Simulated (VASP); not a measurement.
Here is the system:

```
CELL_PARAMETERS angstrom
      5.10279     0.00000     0.00000
      0.00000     5.10279     0.00000
      0.00000     0.00000     5.24204
ATOMIC_POSITIONS crystal
  Zn 0.00000 0.00000 0.00000
  Ga 0.00000 0.50000 0.50000
  Ga 0.50000 0.00000 0.50000
  S  0.73305 0.73305 0.23768
  S  0.73305 0.26695 0.76232
  S  0.26695 0.26695 0.23768
  S  0.26695 0.73305 0.76232
```

Level of theory: LDA (Ceperley-Alder, Perdew-Zunger), VASP's LDA PAW potentials (set 64) (plane waves; VASP). Run with 400 eV cut-off, 5×5×5 Γ-centred mesh, tetrahedra with Blöchl corrections, potentials Zn Ga_d S.

The cores are frozen, which limits the accuracy of field gradients.

Task: Give the principal components of the electric field gradient (V/Å²) and the asymmetry η at each nucleus.

Result: 
```tsv
atom	Vxx	Vyy	Vzz	η
Zn1	1.8	1.8	-3.6	0.00
Ga2	-5.2	-0.6	5.8	0.79
Ga3	-5.2	-0.6	5.8	0.79
S4	69.7	22.8	-92.5	0.51
S5	69.7	22.8	-92.5	0.51
S6	69.7	22.8	-92.5	0.51
S7	69.7	22.8	-92.5	0.51
```

The structure comes from a computed database's Ga2ZnS4 entry (P-42m); how it stands against other phases isn't given here. It was relaxed first, which changed the volume by -6 %.
